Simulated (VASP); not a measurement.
Input:

```
HfN
1.0
    0.00000     2.25253     2.25253
    2.25253     0.00000     2.25253
    2.25253     2.25253     0.00000
Hf N
1 1
Direct
  0.00000   0.00000   0.00000
  0.50000   0.50000   0.50000
```

Method: r2SCAN+rVV10, VASP's PBE PAW potentials (set 64) (plane waves; VASP). Numerical set-up: 520 eV cut-off, 16×16×16 Γ-centred mesh, tetrahedra with Blöchl corrections, potentials Hf_pv N.

Unless said otherwise, spin-orbit coupling is left out, though it shifts the bands of the heavy elements here.

**Question.** Tabulate the total density of states (states/eV per cell) against energy (eV; zero at the valence-band maximum or, without a gap, the Fermi level).

**Answer.** 
```csv
E (eV),DOS (states/eV)
-9.98,0.00
-9.42,0.01
-8.85,0.29
-8.29,0.73
-7.72,0.97
-7.15,0.73
-6.59,1.36
-6.02,4.27
-5.46,1.58
-4.89,0.97
-4.33,0.45
-3.76,0.08
-3.19,0.07
-2.74,0.13
-2.17,0.21
-1.61,0.29
-1.04,0.37
-0.48,0.49
0.09,0.60
0.65,0.68
1.22,0.68
1.79,0.72
2.35,0.84
2.92,1.19
3.48,1.80
```
Within 2 eV below the Fermi level the largest weight inside VASP's projection spheres is Hf d, then N p.

The compound is HfN in the rock salt structure. It was relaxed first. The electron count is odd and the run is not spin-polarised, which forces a metal.
